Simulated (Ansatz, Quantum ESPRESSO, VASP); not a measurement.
## One structure in several programs: CsGeI3 (P1, 5 atoms in the cell)

Self-consistent single point.

```yaml
crystal:
  lattice:
    - [4.35337, -4.22419, 0.00000]
    - [4.35337, 4.22419, 0.00000]
    - [-0.32427, 0.00000, 6.11949]
  atoms:
    - { symbol: Cs, position: [0.91097, 0.90926, 0.58999] }
    - { symbol: Ge, position: [0.37135, 0.37195, 0.13359] }
    - { symbol: I, position: [0.41248, 0.41361, 0.57870] }
    - { symbol: I, position: [0.91929, 0.40508, 0.09373] }
    - { symbol: I, position: [0.40991, 0.92409, 0.09200] }
```

Shared settings, as Ansatz (an electronic-structure program) writes them: kpoints.mp_grid.grid = 1 1 1; scf.occupations.method = fixed. Potentials and cutoffs stand in the table.

| code | model | pressure (GPa) | largest force (eV/Å) | gap on the mesh (eV) | cutoff |
|---|---|---|---|---|---|
| Ansatz | PBEsol, default PAW files made with PBE | -0.38 | 2.236 | 4.187 | 420 eV |
| Quantum ESPRESSO | PBEsol, GBRV 1.5 ultrasoft (PBESOL) pseudopotentials | -0.39 | 2.248 | 4.184 | 50 Ry |
| VASP | PBEsol, VASP's PBE PAW potentials (set 64) | -0.47 | 2.251 | – | 300 eV |

Size of the force on each atom (eV/Å): Sizes of forces hide their directions.

```json
[
 {"code": "Ansatz", "Cs1": "0.022", "Ge2": "2.236", "I3": "0.754", "I4": "0.794", "I5": "0.857"},
 {"code": "Quantum ESPRESSO", "Cs1": "0.021", "Ge2": "2.248", "I3": "0.760", "I4": "0.800", "I5": "0.864"},
 {"code": "VASP", "Cs1": "0.021", "Ge2": "2.251", "I3": "0.761", "I4": "0.800", "I5": "0.863"}
]
```

A dash marks a value that a program does not give, or that is left out as unsure.

No gap is tabulated for VASP: it is not read from that output, or partly filled or unconverged empty levels leave it unsure.

Gaps are read on the mesh. Another mesh or the band path gives a smaller gap, so these values are not converged in the mesh.

On Ansatz's run: spin-orbit coupling is off.

The spread over the programs that give each value: pressure within 0.09 GPa; largest force within 0.015 eV/Å; gap on the mesh within 0.003 eV.

Ansatz's pressure is given at a fixed set of plane waves, as the other plane-wave codes print theirs.

On the base mesh (2 2 2) the same programs gave: Ansatz pressure 0.43 GPa, gap on the mesh 0.958 eV; Quantum ESPRESSO pressure 0.43 GPa, gap on the mesh 0.950 eV; VASP pressure 0.31 GPa.

The values differ from the base mesh's, so the mesh still matters here: the table compares the programs at equal settings.

VASP's run is marked for a possible Pulay error in its stress at this cutoff; no cutoff test was made.

VASP ran the fixed occupations as a Gaussian smearing of 0.01 eV.

The starting cell comes from a database of computed structures (which also holds hypothetical and non-ambient phases and stackings), without a prior relaxation at this level. Its atoms were displaced at random from the sites of space group no. 8.

Left out of this page: GPAW (not drawn, or without a comparable value).

Keys are those of Ansatz 0.2.
